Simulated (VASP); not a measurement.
TiPd under changes of volume

One of the cells (16.400 Å³/atom); the others are scaled copies at fixed shape and fractional positions:

```xyz
2
Lattice="3.2011 0.0000 0.0000 0.0000 3.2011 0.0000 0.0000 0.0000 3.2011" Properties=species:S:1:pos:R:3 pbc="T T T"
Pd    0.0000    0.0000    0.0000
Ti    1.6005    1.6005    1.6005
```

* Program: VASP 6.6.1
* Functional: PBEsol
* Potentials or basis: VASP PAW PBE potentials, release 64 (Pd, Ti_sv)
* Cutoff: 520 eV
* k mesh: 8 × 8 × 8
* Occupations: fermi-dirac, width 0.05 eV
* Spin: no spin polarisation

```csv
volume (Å³/atom),energy over the lowest point (meV/atom),pressure (GPa)
15.114,2.29,3.0
15.436,0.00,-0.7
15.757,4.70,-4.0
16.400,?,?
16.722,53.53,-11.8
17.043,79.33,-13.9
```

Problem. What does the run at 16.400 Å³/atom give?

Solution. Energy over the lowest point 32.10 meV/atom; pressure -9.5 GPa.

Worked out: A Birch-Murnaghan fit of order 3 (a polynomial in V^(-2/3)) to the other rows has its minimum at 15.37 Å³/atom with B0 = V·E''(V) = 170 GPa and B' = 4.5. It gives 32.08 meV/atom at 16.400 Å³/atom, against the run's 32.10, and -dE/dV = -9.5 GPa, against -9.5.

Energies are extrapolated to zero smearing.

Caveats: the PAW data sets were made with another functional, which shifts forces and pressure a little.
